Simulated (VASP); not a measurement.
A convergence study with VASP on Na (bcc): one setting is varied, all else stays as given below, so the limit is that of these other settings. The cell's lengths are 1 % over those of the tabulated start, so it is off equilibrium.

```
Na
1.0
   -2.15130     2.15130     2.15130
    2.15130    -2.15130     2.15130
    2.15130     2.15130    -2.15130
Na
1
Direct
  0.00000   0.00000   0.00000
```

The numbers are results of PBE GGA, VASP's PBE PAW potentials (set 64) (plane waves; VASP), not measurements. The tightest run used: 1000 eV cut-off, 13×13×13 Γ-centred mesh, first-order Methfessel-Paxton smearing of 0.10 eV, potentials Na_pv.

The settings run are ENCUT = 150; ENCUT = 200; ENCUT = 250; ENCUT = 300; ENCUT = 350; ENCUT = 400; ENCUT = 450; ENCUT = 500; ENCUT = 550; ENCUT = 600; ENCUT = 650; ENCUT = 700; ENCUT = 750; ENCUT = 800; ENCUT = 850; ENCUT = 1000. From which on does the stress (every component) stay within 0.5 GPa of the tightest run?

From ENCUT = 300 on: it is off by 0.05 there and by no more than 0.5 in any finer run, while ENCUT = 250 is off by 2.39.
| setting | E (eV/atom) | pressure (GPa) | plane waves | difference judged (GPa) |
|---|---|---|---|---|
| ENCUT = 150 | 3.0999 | -137.59 | 177 | 137.09 |
| ENCUT = 200 | -1.0114 | -21.14 | 263 | 20.63 |
| ENCUT = 250 | -1.2955 | -2.90 | 370 | 2.39 |
| ENCUT = 300 | -1.3058 | -0.56 | 479 | 0.05 |
| ENCUT = 350 | -1.3054 | -0.60 | 606 | 0.09 |
| ENCUT = 400 | -1.3048 | -0.67 | 733 | 0.16 |
| ENCUT = 450 | -1.3048 | -0.61 | 889 | 0.10 |
| ENCUT = 500 | -1.3050 | -0.53 | 1024 | 0.03 |
| ENCUT = 550 | -1.3051 | -0.50 | 1185 | 0.00 |
| ENCUT = 600 | -1.3050 | -0.51 | 1353 | 0.00 |
| ENCUT = 650 | -1.3049 | -0.51 | 1514 | 0.01 |
| ENCUT = 700 | -1.3049 | -0.51 | 1721 | 0.01 |
| ENCUT = 750 | -1.3048 | -0.51 | 1886 | 0.01 |
| ENCUT = 800 | -1.3049 | -0.51 | 2093 | 0.00 |
| ENCUT = 850 | -1.3049 | -0.50 | 2268 | 0.00 |
| ENCUT = 1000 | -1.3049 | -0.50 | 2899 | 0.00 |

Left out are rungs that failed or repeat a setting and relaxations that didn't move; long series are thinned to 24 rows.

The compound is Na in the bcc structure. The cell was not relaxed at this level.
